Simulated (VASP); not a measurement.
```xyz
10
Lattice="4.5528 -2.3870 -0.0011 4.5528 2.3870 -0.0011 3.3022 0.0000 3.9397" Properties=species:S:1:pos:R:3 pbc="T T T"
Al    10.5716     0.0000     3.3548
Al     4.3676     0.0000     1.3860
Al     1.8363     0.0000     0.5828
Al     8.0403     0.0000     2.5515
O      4.7531    -0.9264     2.9542
O      5.1357     1.6567     1.7486
O      7.6548     0.9264     0.9833
O      6.7868     0.7303     3.7184
O      7.2722    -1.6567     2.1890
O      5.6211    -0.7303     0.2191
```

Method: PBEsol GGA, VASP's PBE PAW potentials (set 64) (plane waves; VASP). Run with 520 eV cut-off, 7×7×7 Γ-centred mesh, Gaussian smearing of 0.010 eV, potentials Al O.

Question: Give the direction-averaged independent-particle dielectric function (no local fields, no excitons; a broadening of 0.1 eV leaves a tail below the gap, and fine structure carries the noise of the k-mesh).

Answer: 
```tsv
ħω (eV)	ε₁	ε₂
0.00	3.32	0.00
0.50	3.33	0.00
1.10	3.34	0.00
1.70	3.37	0.01
2.30	3.41	0.01
2.90	3.47	0.01
3.40	3.53	0.01
4.00	3.62	0.02
4.60	3.75	0.02
5.20	3.93	0.04
5.80	4.23	0.08
6.30	4.57	0.22
6.90	4.41	0.44
7.50	4.79	0.93
8.10	5.12	0.95
8.70	4.86	1.13
9.20	5.72	1.73
9.80	5.89	2.96
10.40	5.77	4.10
11.00	3.97	5.47
11.60	2.54	4.73
12.10	2.41	4.85
12.70	1.83	4.46
13.30	1.63	3.95
13.90	1.72	4.06
14.50	1.28	4.00
15.00	1.30	4.19
15.60	0.53	4.41
16.20	-0.74	4.10
16.80	-0.81	3.51
17.40	-0.87	2.97
18.00	-1.03	2.73
```
ε₂ peaks at 11.0 eV (height 5.5), 15.9 eV (height 4.7); ε₁(0) averages 3.32, so the electronic refractive index below the gap tends to √3.32 = 1.82.

The compound is Al2O3 in the corundum structure. It was relaxed first.
